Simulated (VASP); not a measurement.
Given:

```yaml
crystal:
  lattice:
    - [0.00000, 3.30748, 3.30748]
    - [3.30748, 0.00000, 3.30748]
    - [3.30748, 3.30748, 0.00000]
  atoms:
    - { symbol: Ag, position: [0.00000, 0.00000, 0.00000] }
    - { symbol: I, position: [0.25000, 0.25000, 0.25000] }
```

These are PBE GGA with D4 dispersion, VASP's PBE PAW potentials (set 64) (plane waves; VASP) values and carry that method's errors. Run with 520 eV cut-off, 7×7×7 Γ-centred mesh, Gaussian smearing of 0.050 eV, potentials Ag I.

Unless said otherwise, spin-orbit coupling is left out, though it shifts the bands of the heavy elements here.

Q: Predict the energy per atom (σ→0), pressure, band gap (on the k-mesh) with the smallest direct gap where there is one.

A: 
* **band gap (on the k-mesh)**: 1.34 eV
* **smallest direct gap (on the k-mesh)**: 1.34 eV
* **energy per atom (σ→0)**: -262.6 kJ/mol-atom
* **pressure**: -1.59 GPa

The absolute energy has meaning only against runs of the same code, potentials and settings.

The compound is AgI in the zinc blende structure, whereas wurtzite is the usual form. This cell is one point of a volume scan, at 1.06 of the reference volume.
